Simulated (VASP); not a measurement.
```xyz
2
Lattice="0.0000 2.2594 2.2594 2.2594 0.0000 2.2594 2.2594 2.2594 0.0000" Properties=species:S:1:pos:R:3 pbc="T T T"
Ga     0.0000     0.0000     0.0000
N      1.1297     1.1297     1.1297
```

Calculation: revTPSS meta-GGA, VASP's PBE PAW potentials (set 64) (plane waves; VASP). Settings: 520 eV cut-off, 10×10×10 Γ-centred mesh, Gaussian smearing of 0.050 eV, potentials Ga_d N.

**Question.** The job: GaN (zinc blende), 2 atoms, revTPSS, static run, 520 eV, 10×10×10 Γ-centred mesh. Roughly how much core time does it take on a busy server core?

**Answer.** About 30 core-seconds (one run on a shared machine, a rough figure). It had 47 irreducible k-points, 13 bands, up to 636 plane waves and 23 electronic steps.

The compound is GaN in the zinc blende structure, a metastable form; wurtzite is the usual one. It was relaxed first.
